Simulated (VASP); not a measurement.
Here is a VASP 6.6.1 calculation.

Contents of INCAR:

```
PREC = Accurate
ENCUT = 520
EDIFF = 1E-6
ISMEAR = 0
SIGMA = 0.01
LREAL = False
LASPH = True
NELM = 100
ALGO = Normal
ISIF = 2
LWAVE = False
LCHARG = True
GGA = PE
LELF = True
LVHAR = True
NBANDS = 25
```

The input KPOINTS:

```
Automatic mesh
0
Gamma
  5 5 5
```

Contents of POSCAR:

```
LiCaF3
1.0
    3.7612440000      0.0000000000      0.0000000000
    0.0000000000      3.7612440000      0.0000000000
    0.0000000000      0.0000000000      3.7612440000
Li Ca F
1 1 3
Direct
    0.5000000000      0.5000000000      0.5000000000
    0.0000000000      0.0000000000      0.0132934742
    0.0000000000      0.5000000000      0.5000000000
    0.5000000000      0.5000000000      0.0000000000
    0.5000000000      0.0000000000      0.5000000000
```

Potentials or basis: VASP PAW PBE potentials, release 64 (Li_sv, Ca_sv, F).

The run is started by

```sh
$ cat potpaw_PBE.64/Li_sv/POTCAR potpaw_PBE.64/Ca_sv/POTCAR potpaw_PBE.64/F/POTCAR > POTCAR
$ mpirun -np 1 vasp_std > vasp.out
```

Task: Estimate the band gap on the k mesh.

Result: 6.57 eV, indirect (least direct gap 6.60 eV).

Task: Predict the largest force.

Result: 0.056 eV/Å.

Forces in eV/Å, atoms in the order of the input:
```
Li   0.000  0.000  0.056
Ca   0.000  0.000  0.009
F    0.000  0.000 -0.049
F    0.000  0.000  0.032
F    0.000  0.000 -0.049
```

Caveat: an odd mesh through Γ misses points on the zone boundary, where band edges often lie.
